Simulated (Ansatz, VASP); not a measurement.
**In2Se in two plane-wave programs**

Wanted: the spread between two codes on one cell, functional and k mesh. The cell is generated by rule, not measured, and may not be a known phase. The cell is taken from a series of runs on this material, whose earlier steps may have relaxed, scaled, displaced or heated it; both programs get it as it stands.

Main program and level: Ansatz 0.2.0; plane waves, with VASP 6.6.1 beside it; relaxation of cell and atoms at PBEsol and zone-centre phonons at PBEsol.

**1. Starting point**

Symmetry: Fm-3m, No. 225, cubic system. Conventional cell: a = 7.164 Å, b = 7.164 Å, c = 7.164 Å, α = 90.00°, β = 90.00°, γ = 90.00°. Nearest to Se lie 8 In at 3.10 Å. In has 4 Se at 3.10 Å nearest. Farther neighbours and most contacts between anions are not listed.

**2. VASP: relaxation of cell and atoms, PBEsol**

The relaxed volume is the usual yardstick between codes: in a stiff, nearly cubic crystal its relative difference is about their pressure difference at one cell divided by the bulk modulus.

Lines of VASP's logs that name or quote its potential files are left out, and so is its time.

INCAR reads:

```
SYSTEM = In2Se
PREC = Accurate
ENCUT = 500
EDIFF = 1E-07
NELM = 120
ISMEAR = 1
SIGMA = 0.2
LREAL = .FALSE.
ALGO = Normal
GGA = PS
NBANDS = 22
LORBIT = 11
LWAVE = .FALSE.
LCHARG = .FALSE.
ISIF = 3
IBRION = 2
NSW = 80
EDIFFG = -0.005
LASPH = .TRUE.
GGA_COMPAT = .FALSE.
NELMIN = 4
KPAR = 2
```

POSCAR reads:

```
In2Se
1.0
    0.0000000000      3.5819120000      3.5819120000
    3.5819120000      0.0000000000      3.5819120000
    3.5819120000      3.5819120000      0.0000000000
Se In
1 2
Direct
    0.0000000000      0.0000000000      0.0000000000
    0.2500000000      0.2500000000      0.2500000000
    0.7500000000      0.7500000000      0.7500000000
```

KPOINTS reads:

```
Automatic mesh
0
Gamma
12 12 12
0 0 0
```

The projector-augmented-wave data sets are Se and In_d (PBE family, release 64).

Run with:

```console
$ mpirun -np 2 vasp_std
```

Numbers of over 12 decimals in the logs are rounded to 6 here.

Output:

```text
[banner, memory and clock lines left out]
running    2 mpi-ranks, on    1 nodes
 distrk:  each k-point on    1 cores,    2 groups
 distr:  one band on    1 cores,    1 groups

 POSCAR found type information on POSCAR SeIn
 POSCAR found :  2 types and       3 ions
|                                                                             |
|               ----> ADVICE to this user running VASP <----                  |
|                                                                             |
|     You enforced a specific xc type in the INCAR file but a different       |
|     [... a line on the potential file left out ...]
|     I HOPE YOU KNOW WHAT YOU ARE DOING!                                     |
|                                                                             |

 LDA part: xc-table for (Slater+PW92), standard interpolation
 POSCAR, INCAR and KPOINTS ok, starting setup
 FFT: planning ... GRIDC
 FFT: planning ... GRID_SOFT
 FFT: planning ... GRID
 WAVECAR not read
 entering main loop
       N       E                     dE             d eps       ncg     rms          rms(c)
DAV:   1     0.249574844870E+03    0.24957E+03   -0.14970E+04  3168   0.166E+03
DAV:   2     0.128428512442E+02   -0.23673E+03   -0.22884E+03  3210   0.386E+02
DAV:   3    -0.928216386519E+01   -0.22125E+02   -0.20999E+02  4080   0.127E+02
DAV:   4    -0.102032051284E+02   -0.92104E+00   -0.91756E+00  3576   0.278E+01
DAV:   5    -0.102462418756E+02   -0.43037E-01   -0.43033E-01  4918   0.550E+00    0.424E+00
DAV:   6    -0.999589455316E+01    0.25035E+00   -0.31830E-01  4300   0.920E+00    0.250E+00
DAV:   7    -0.999590976247E+01   -0.15209E-04   -0.11419E-01  3896   0.200E+00    0.112E+00
DAV:   8    -0.999346216371E+01    0.24476E-02   -0.92622E-03  4812   0.926E-01    0.216E-01
DAV:   9    -0.999296190912E+01    0.50025E-03   -0.19532E-03  4736   0.519E-01    0.897E-02
DAV:  10    -0.999306499180E+01   -0.10308E-03   -0.38758E-04  4104   0.169E-01    0.302E-02
DAV:  11    -0.999310221828E+01   -0.37226E-04   -0.84217E-05  4354   0.534E-02    0.917E-03
DAV:  12    -0.999310432882E+01   -0.21105E-05   -0.56175E-06  4084   0.248E-02    0.561E-03
DAV:  13    -0.999310496265E+01   -0.63383E-06   -0.59325E-07  3060   0.686E-03    0.144E-03
DAV:  14    -0.999310496506E+01   -0.24120E-08   -0.86544E-08  2636   0.408E-03
   1 F= -.99931050E+01 E0= -.99936237E+01  d E =-.999310E+01
 curvature:   0.00 expect dE= 0.000E+00 dE for cont linesearch  0.000E+00
 trial: gam= 0.00000 g(F)=  0.926E-49 g(S)=  0.198E-03 ort = 0.000E+00 (trialstep = 0.100E+01)
 search vector abs. value=  0.198E-03
 bond charge predicted
       N       E                     dE             d eps       ncg     rms          rms(c)
DAV:   1    -0.999644692937E+01   -0.33420E-02   -0.82641E-02  3894   0.455E+00    0.322E-01
DAV:   2    -0.999363700746E+01    0.28099E-02   -0.62504E-03  3870   0.133E+00    0.119E-01
DAV:   3    -0.999324595587E+01    0.39105E-03   -0.15409E-03  4066   0.621E-01    0.304E-02
DAV:   4    -0.999322800113E+01    0.17955E-04   -0.61921E-05  3340   0.620E-02    0.155E-02
DAV:   5    -0.999322302885E+01    0.49723E-05   -0.59630E-06  4108   0.206E-02    0.920E-03
DAV:   6    -0.999322136108E+01    0.16678E-05   -0.12808E-06  3578   0.874E-03    0.259E-03
DAV:   7    -0.999322096845E+01    0.39263E-06   -0.87166E-08  2518   0.334E-03    0.697E-04
DAV:   8    -0.999322108149E+01   -0.11304E-06   -0.43341E-08  1704   0.191E-03    0.283E-04
DAV:   9    -0.999322112483E+01   -0.43344E-07   -0.12295E-08  1704   0.114E-03
   2 F= -.99932211E+01 E0= -.99937536E+01  d E =-.116160E-03
 trial-energy change:   -0.000116  1 .order   -0.000119   -0.000198   -0.000039
 step:   1.2740(harm=  1.2428)  dis= 0.00000  next Energy=    -9.993226 (dE=-0.121E-03)
 reached required accuracy - stopping structural energy minimisation
```

From OUTCAR (step 2):

```text
ion  position               nearest neighbor table
   1  0.000  0.000  0.000-   2 3.10   3 3.10   3 3.10   3 3.10   3 3.10   2 3.10   2 3.10   2 3.10

  LATTYP: Found a face centered cubic cell.
 ALAT       =     7.1638240000

 Subroutine GETGRP returns: Found 48 space group operations
 (whereof 48 operations were pure point group operations)

The static configuration has the point symmetry O_h .

 Found     72 irreducible k-points:

   k-points           NKPTS =     72   k-points in BZ     NKDIM =     72   number of bands    NBANDS=     22

   dimension x,y,z NGX =    40 NGY =   40 NGZ =   40
   dimension x,y,z NGXF=    80 NGYF=   80 NGZF=   80

   ENCUT  =  500.0 eV  36.75 Ry    6.06 a.u.   9.24  9.24  9.24*2*pi/ulx,y,z

   NELECT =      32.0000    total number of electrons

 k-points in reciprocal lattice and weights: Automatic mesh
   0.00000000  0.00000000  0.00000000       0.001
   0.08333333  0.00000000  0.00000000       0.005
   0.16666667  0.00000000  0.00000000       0.005
   0.25000000  0.00000000  0.00000000       0.005
   0.33333333  0.00000000  0.00000000       0.005
   0.41666667  0.00000000  0.00000000       0.005
   0.50000000  0.00000000  0.00000000       0.002
   0.08333333  0.08333333  0.00000000       0.003
   0.16666667  0.08333333  0.00000000       0.014
[...]
-0.33333333  0.50000000  0.16666667       0.007
  -0.25000000  0.50000000  0.25000000       0.003

 average (electrostatic) potential at core
       1 -53.8070       2 -96.2723       3 -96.2723

 E-fermi :   4.9388

 k-point     1 :       0.0000    0.0000    0.0000
  band No.  band energies     occupation
    ...
     12      -0.5908      2.00000
     13       2.0555      2.00000
     14       2.0555      2.00000
     15       2.0555      2.00000
     16       3.3938      2.00000
     17       5.1788     -0.07072
     18       5.1788     -0.07072
     19       5.1788     -0.07072
     20       9.4866      0.00000
     21       9.4866      0.00000
    ...

 k-point     2 :       0.0833    0.0000    0.0000
  band No.  band energies     occupation
    ...
     12      -0.6899      2.00000
     13       2.0123      2.00000
     14       2.0123      2.00000
     15       2.0514      2.00000
     16       3.1495      2.00000
     17       5.2680     -0.04193
     18       5.2680     -0.04193
     19       5.6747     -0.00000
     20       9.1726      0.00000
     21       9.1726      0.00000
    ...

 k-point     3 :       0.1667    0.0000    0.0000
  band No.  band energies     occupation
    ...
     12      -0.9359      2.00000
     13       1.7290      2.00000
     14       1.9046      2.00000
     15       1.9046      2.00000
     16       3.2137      2.00000
     17       5.4900     -0.00068
     18       5.4900     -0.00068
     19       6.5416     -0.00000
     20       8.7506     -0.00000
     21       8.7506     -0.00000
    ...

  Total        0.0125265      0.0125265      0.0125265      0.0000000      0.0000000      0.0000000
  in kB        0.2176815      0.2176815      0.2176815      0.0000000      0.0000000      0.0000000
  external PRESSURE =       0.2176815 kB  Pullay stress =       0.0000000 kB

  energy-cutoff  :      500.00
  volume of cell :       92.20
      direct lattice vectors                 reciprocal lattice vectors
     0.000000000  3.585605208  3.585605208    -0.139446473  0.139446473  0.139446473
     3.585605208 -0.000000000  3.585605208     0.139446473 -0.139446473  0.139446473
     3.585605208  3.585605208 -0.000000000     0.139446473  0.139446473 -0.139446473

 POSITION                                       TOTAL-FORCE (eV/Angst)
 -----------------------------------------------------------------------------------
      3.58561      3.58561      7.17121         0.000000     -0.000000     -0.000000
      1.79280      1.79280      1.79280        -0.000000     -0.000000     -0.000000
      5.37841      5.37841      5.37841         0.000000      0.000000      0.000000
 -----------------------------------------------------------------------------------
    total drift:                                0.000000     -0.000000      0.000000

  FREE ENERGIE OF THE ION-ELECTRON SYSTEM (eV)
  ---------------------------------------------------
  free  energy   TOTEN  =        -9.9932211248 eV

  energy  without entropy=       -9.9948186284  energy(sigma->0) =       -9.99375363

 reached required accuracy - stopping structural energy minimisation

 total charge
# of ion       s       p       d       tot
------------------------------------------
    1        1.515   2.200   0.027   3.743
    2        1.102   0.331   9.847  11.281
    3        1.102   0.331   9.847  11.281
--------------------------------------------------
tot          3.719   2.863  19.722  26.304

[... 3 further parts left out ...]
```

CONTCAR:

```
In2Se
   1.00000000000000
     0.0000000000000000    3.5856052083636381    3.5856052083636381
     3.5856052083636381   -0.0000000000000000    3.5856052083636381
     3.5856052083636381    3.5856052083636381   -0.0000000000000000
  Se              In
     1     2
Direct
     1.0000000000000000    1.0000000000000000    0.0000000000000000
     0.2500000000000000    0.2500000000000000    0.2500000000000000
     0.7500000000000000    0.7500000000000000    0.7500000000000000
```

The run keeps the 48 symmetry operations of its start, so it cannot find a distortion of lower symmetry.

**3. Ansatz: relaxation of cell and atoms, PBEsol**

Ansatz runs on norm-conserving files, of PseudoDojo where its log says so.

The same cell, functional, mesh and smearing now go to Ansatz, which takes its cutoff from its data sets.

input.yaml reads:

```yaml
crystal:
  lattice:
    - [0.0, 3.5819124866, 3.5819124866]
    - [3.5819124866, 0.0, 3.5819124866]
    - [3.5819124866, 3.5819124866, 0.0]
  atoms:
    - { symbol: Se, position: [0.0, 0.0, 0.0] }
    - { symbol: In, position: [0.25, 0.25, 0.25] }
    - { symbol: In, position: [0.75, 0.75, 0.75] }
kpoints:
  mp_grid: { grid: [12, 12, 12] }
hamiltonian:
  xc: pbesol
  pseudopotentials: { kind: nc }
scf:
  occupations: { method: methfessel_paxton, width: 0.2 }
output:
  forces: true
  stress: true
  eigenvalues: true
relax:
  adjacent_minimum: "off"
  f_tol: 0.001
  max_steps: 60
  cell: { stress_tol: 0.01 }
```

Run with:

```console
$ ansatz run input.yaml --threads 4 --pin off --max-ram 7168MiB --backend cpu --events-out ev --progress --plain --runs-dir out
```

Output:

```text
Engine: ansatz 0.2.0, aarch64-unknown-linux-gnu
Pseudopotentials: kind: nc
Pseudopotential: Se, nc, valence charge 16, recommended cutoff 1170.089609 eV (normal), Se.nc.azcp (PseudoDojo's, or run here from an input of PseudoDojo's: the run reads no file of this project's for it)
Pseudopotential: In, nc, valence charge 13, recommended cutoff 952.398519 eV (normal), In.nc.azcp (PseudoDojo's, or run here from an input of PseudoDojo's: the run reads no file of this project's for it)
Functional definition: PBEsol
  exchange = pbesol_x
  correlation = pbesol_c
Crystal: 3 atoms, lattice volume = 91.913 Å³
Basis set: ecut = 1170.089609 eV, 8363 PW (Γ), exchange–correlation on 120×120×120 points (8 copies of the dense FFT grid, shifted against one another)
Bands: 26, of which v1, the nominal top of the filled ones, is band 21 counted from 1 (20 counted from 0)
Symmetry: 48 space group operations
Space group: Fm-3m (ITA 225), of the structure as read, at distance tolerance 4.5e-5 Å
k-points: 72 of 1728
Non-local potential: Se, projectors of the file, l = 0: 2, l = 1: 2, l = 2: 2
Non-local potential: In, projectors of the file, l = 0: 2, l = 1: 2, l = 2: 2
Initial density: superposition of atomic densities (chi_scale 0.1, normalization cell, long waves kept (reshape's long-wave potential 0.00 eV rms))
Initial wavefunctions: pseudopotential atomic-orbital guess
Functional: x = pbesol(κ = 0.804, μ = 0.123457), c = pbesol(β = 0.046)
SCF iter   1: F=—  HF=-6904.893104 eV  |F-HF|=—  |Δ(HF+E_count)|=         —  Δρ=4.32e-2  dr2=3.36e0  ethr=3.10e-3  ⟨swp⟩=5.8  Hψ=7673  notcnv=0
preconditioner: auto → Kerker (q_TF=auto, 2.394 Å⁻¹)  [metal: Δε(μ)=0.064 eV  Ē_g=14.294 eV  σ=0.200 eV  W_gap=0.26  n_scr=14 (ndim 8)  ℏωp=21.9 eV  f_vac=0.050  D(μ)=0.40/eV (n_scr^D=0)]
SCF iter   2: F=—  HF=-6904.029111 eV  |F-HF|=—  |Δ(HF+E_count)|=   8.64e-1  S|Δr|=    0.00e0  Δρ=1.94e-2  dr2=6.21e-1  ethr=3.10e-3  ⟨swp⟩=2.9  Hψ=3415  notcnv=0  defer=11
SCF iter   3: F=—  HF=-6903.835740 eV  |F-HF|=—  |Δ(HF+E_count)|=   1.93e-1  S|Δr|=    0.00e0  Δρ=3.92e-3  dr2=1.62e-2  ethr=1.48e-3  ⟨swp⟩=3.9  Hψ=3942  notcnv=0  defer=11
SCF iter   4: F=—  HF=-6903.832719 eV  |F-HF|=—  |Δ(HF+E_count)|=   3.02e-3  S|Δr|=    0.00e0  Δρ=1.71e-3  dr2=4.55e-3  ethr=3.86e-5  ⟨swp⟩=2.5  Hψ=3582  notcnv=0  defer=5
SCF iter   5: F=—  HF=-6903.831965 eV  |F-HF|=—  |Δ(HF+E_count)|=   7.54e-4  S|Δr|=    0.00e0  Δρ=7.88e-4  dr2=7.63e-4  ethr=1.08e-5  ⟨swp⟩=2.2  Hψ=3026  notcnv=0  defer=5
SCF iter   6: F=—  HF=-6903.832298 eV  |F-HF|=—  |Δ(HF+E_count)|=   3.33e-4  S|Δr|=    0.00e0  Δρ=2.50e-4  dr2=8.03e-5  ethr=1.82e-6  ⟨swp⟩=3.0  Hψ=3457  notcnv=0  defer=5
SCF iter   7: F=—  HF=-6903.832680 eV  |F-HF|=—  |Δ(HF+E_count)|=   3.82e-4  S|Δr|=    0.00e0  Δρ=6.48e-5  dr2=2.97e-6  ethr=1.91e-7  ⟨swp⟩=3.0  Hψ=3721  notcnv=0  defer=5
SCF iter   8: F=-6903.832689 eV  HF=-6903.832688 eV  |F-HF|=3.28e-7  |Δ(HF+E_count)|=   8.27e-6  S|Δr|=    0.00e0  Δρ=1.04e-5  dr2=8.51e-8  ethr=2.38e-10  ⟨swp⟩=10.9  Hψ=14466  notcnv=0
SCF 1 converged in 8 iterations: F = -6903.832689 eV  dr2 = 8.51e-8
relax step   1: F+E_penalty+E_count = -6903.83268858 eV  Δ(F+E_penalty+E_count) = +0.000e0 eV  max|allowed force component| = 3.701e-17 eV/Å  Δτ_max = 0.0000 Å  P = +0.121 GPa  Ω = 91.913 Å³  (8 SCF iters, dr2 threshold 1.00e-7 eV, accepted)
[...]
relax step   2: F+E_penalty+E_count = -6903.83282290 eV  Δ(F+E_penalty+E_count) = -1.343e-4 eV  max|allowed force component| = 2.806e-16 eV/Å  Δτ_max = 0.0000 Å  P = +0.025 GPa  Ω = 92.223 Å³  energy of the carried Pulay correction = -7.289e-6 eV  (4 SCF iters, dr2 threshold 3.67e-8 eV, accepted)
[...]
relax step   3: F+E_penalty+E_count = -6903.83282753 eV  Δ(F+E_penalty+E_count) = -4.624e-6 eV  max|allowed force component| = 9.560e-17 eV/Å  Δτ_max = 0.0000 Å  P = +0.000 GPa  Ω = 92.305 Å³  energy of the carried Pulay correction = -9.225e-6 eV  (4 SCF iters, dr2 threshold 1.61e-9 eV, accepted)
[...]
relax step   4: F+E_penalty+E_count = -6903.83283684 eV  Δ(F+E_penalty+E_count) = -9.318e-6 eV  max|allowed force component| = 9.560e-17 eV/Å  Δτ_max = 0.0000 Å  P = +0.001 GPa  Ω = 92.305 Å³  stress off target by 5.94e-4 GPa  SCF on the basis re-selected at this cell (its energy is not comparable with the rows above)  (6 SCF iters)
basis re-selected at this cell: Δ(F+E_penalty+E_count) = -9.318e-6 eV, ΔP = +0.000 GPa vs the last step (what re-selecting the basis moved, of the pressure what is left beyond the Pulay correction that the steps carried, after the strain that the cell walked since its last selection, with what the two solves' SCF thresholds leave and, on support functions, any second-order correction that the steps lacked; it is no m [...]
SCF converged after 6 iterations
Stability not checked: this state was not tested for a lower state beside it, because cold or Methfessel-Paxton smearing, or corrected tetrahedra, fill the levels in a way that the test cannot read (fill_not_monotonic; see scf.lower_state_search)
Free energy (F): -6903.832837 eV
Harris-Foulkes:  -6903.832837 eV  (|F-HF|=0.00e0)
Internal energy: -6903.834453 eV  (E = F + TS)
E sigma→0 (E₀):  -6903.833241 eV
Entropy (-TS):   0.001616 eV (0.539 meV/atom)
Fermi energy:    8.027852 eV
Step filling:    the computed levels leave a gap of 0.0223 eV = 0.1 smearing widths at the electron count; against every level under it full and every level over it empty, smearing changes F+E_penalty+E_count by -0.048 meV and its σ→0 estimate by -0.452 meV
--- Per-component energies (eV) ---
  E_band       = -501.232961
  E_kinetic    = 4401.845315
  E_local      = -5561.673448  (includes V_loc(G=0)·N_el)
  E_nonlocal   = -2228.479669
  E_hartree    = 1986.259936
  E_xc         = -1729.312610
  E_vxc        = -1085.444971  (∫ρ·V_xc dr)
  E_ewald      = -3772.473976
  E_smearing   = 0.001616  (= −TS)
  E_closure    = -0.000000  (closes the sum)
  Σ components = -6903.832837   (vs F -6903.832837, Δ=0.00e0)
--- Forces (eV/Å), atoms counted from 1 ---
  atom   1  Se    -0.00000000     0.00000000    -0.00000000
  atom   2  In    -0.00000000    -0.00000000     0.00000000
  atom   3  In     0.00000000     0.00000000    -0.00000000
  max |Σ_I F_I| component: 5.55e-17 eV/Å
--- Stress (GPa, compression-positive) ---
        0.000594      -0.000000      -0.000000
       -0.000000       0.000594      -0.000000
       -0.000000      -0.000000       0.000594
  P = ⅓ Tr σ = 0.0006 GPa (0.006 kbar)
--- Band table (eV; the first three rows and the last of 72) ---
  k-point 0: bands = [... 17 lower, 5.1510, 5.1510, 5.1510, 6.4772, 8.2760, 8.2760, 8.2760, 12.5819, ... 1 higher]
  k-point 1: bands = [... 17 lower, 5.1078, 5.1078, 5.1460, 6.2353, 8.3650, 8.3650, 8.7694, 12.2673, ... 1 higher]
  k-point 2: bands = [... 17 lower, 4.8214, 5.0003, 5.0003, 6.3019, 8.5866, 8.5866, 9.6345, 11.8447, ... 1 higher]
  k-point 71: bands = [... 17 lower, 1.9363, 3.6495, 7.0925, 7.0925, 8.1792, 8.8980, 11.7040, 11.7040, ... 1 higher]
--- Relaxed structure (3 steps of the walk, 3 accepted, 1 SCFs on fresh bases) ---
  F+E_penalty+E_count = -6903.83283684 eV   max|allowed force component| = 9.560e-17 eV/Å   (the final SCF, on the basis selected at the relaxed cell)
  cell:  # Å, volume = 92.3051 Å³
    - [0, 3.587005, 3.587005]
    - [3.587005, 0, 3.587005]
    - [3.587005, 3.587005, 0]
  atoms:
    - { symbol: Se, position: [0, 0, 0] }
    - { symbol: In, position: [0.25, 0.25, 0.25] }
    - { symbol: In, position: [0.75, 0.75, 0.75] }
```

**4. Differences**

Known differences besides the potentials themselves: the data sets hold 42 valence electrons in Ansatz (on norm-conserving files, of PseudoDojo where its log says so) and 32 in VASP; the cutoff is 1170.09 eV in Ansatz and 500 eV in VASP; Ansatz adds a Pulay correction to the stress that steers its cell, VASP none. Total energies have different zeros and are not compared.

The two programs side by side:

| quantity | Ansatz | VASP | difference |
| --- | --- | --- | --- |
| volume (Å³) | 92.31 | 92.20 | +0.12 % |
| edge a after relaxation, in the typed setting (Å) | 5.073 | 5.071 | +0.04 % |

(Part 1 of 2 ends here.)

[Lines on the potential files, build, host, timing and source positions are cut from VASP's logs without a mark.]

[Logs are printed without paths, hosts, clocks, repeated set-up lines and the standing remarks that a program may print on its own settings, such as how far it seeks lower states.]

[Hosts, paths, dates, database ids (printed as entryN), source tags and the programs' standing remarks are cut or masked in the printed files.]
